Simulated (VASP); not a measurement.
Crystal: Sb.

```xyz
2
Lattice="2.1864 1.2623 3.7972 -2.1864 1.2623 3.7972 0.0000 -2.5247 3.7972" Properties=species:S:1:pos:R:3 pbc="T T T"
Sb    0.0000    0.0000    2.6656
Sb    0.0000    0.0000    8.7259
```

The cell was built by a generator and needn't be a form met in nature.

| Property | Result |
| --- | --- |
| Program | VASP 6.6.1 |
| Task | relaxation of cell and atoms |
| Functional | PBE |
| Dispersion | D3(BJ) |
| Potentials or basis | VASP PAW PBE potentials, release 64 (Sb) |
| Cutoff | 600 eV |
| k mesh | 9 × 9 × 7 |
| Occupations | gaussian, width 0.03 eV |
| Spin | no spin polarisation |

At the start: pressure -2.1 GPa; volume 31.44 Å³/atom.

**Question.** Where does the relaxation end?

**Answer.** Over 10 steps the energy falls by 11.4 meV/atom and the volume is 29.75 Å³/atom (-5.4 %); space group R-3m (No. 166, to 0.05 Å).

The path:
```tsv
step	energy change (eV)	largest force (eV/Å)	pressure (GPa)	volume (Å³)
1	0.0000	0.0234	-2.10	62.88
2	-0.0113	0.2961	1.29	59.20
3	-0.0164	0.1774	-0.01	60.48
4	-0.0191	0.1228	0.01	60.21
5	-0.0221	0.0007	0.07	59.56
6	-0.0222	0.0126	0.08	59.49
7	-0.0226	0.0145	-0.11	59.63
8	-0.0226	0.0152	-0.16	59.67
9	-0.0226	0.0250	0.12	59.37
10	-0.0227	0.0074	0.00	59.50
```

Final structure:
```
CELL_PARAMETERS angstrom
2.16279 1.24869 3.67196
-2.16279 1.24869 3.67196
0.00000 -2.49738 3.67196
ATOMIC_POSITIONS crystal
Sb 0.23660 0.23660 0.23660
Sb 0.76340 0.76340 0.76340
```

Caveat: pairwise dispersion overbinds metals, which lowers pressure and volume.
